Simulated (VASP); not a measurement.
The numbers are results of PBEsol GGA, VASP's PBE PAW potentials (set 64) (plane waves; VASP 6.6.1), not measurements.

VASP input:

INCAR:
```
SYSTEM  =  InP
PREC  =  Accurate; ENCUT  =  500; LREAL  =  .FALSE.
LASPH  =  .TRUE.
EDIFF  =  1E-6; NELM  =  100; ALGO  =  Normal
LMAXMIX  =  4
ISMEAR  =  0; SIGMA  =  0.05
GGA  =  PS
IBRION  =  2; NSW  =  40; ISIF  =  3
EDIFFG  =  -0.02; PSTRESS  =  200
LWAVE  =  .FALSE.; LCHARG  =  .FALSE.
```

KPOINTS:
```
kpoints
0
gamma
 8 8 8
0 0 0
```

**POSCAR**
```
InP
1.0
  0.0000000000   2.7558361089   2.7558361089
  2.7558361089   0.0000000000   2.7558361089
  2.7558361089   2.7558361089   0.0000000000
In P
1 1
Direct
  0.0000000000   1.0000000000   1.0000000000
  0.2500000000   0.2500000000   0.2500000000
```

POTCAR, in this order: In_d P (PBE.64 set). Program: vasp_std.

Problem. What will the output report for the number of irreducible k-points (NKPTS), largest plane-wave count, number of space-group operations, FFT grid (NGX, NGY, NGZ)?

Solution. 
```
Quantity                                       Value
--------------------------------------  ------------
number of irreducible k-points (NKPTS)            29
largest plane-wave count                        1072
number of space-group operations                  24
FFT grid (NGX, NGY, NGZ)                28 × 28 × 28
```

The structure was generated: InP was put into the zinc blende type (F-43m), which need not be its known phase. It was relaxed first under an external pressure of 20 GPa.
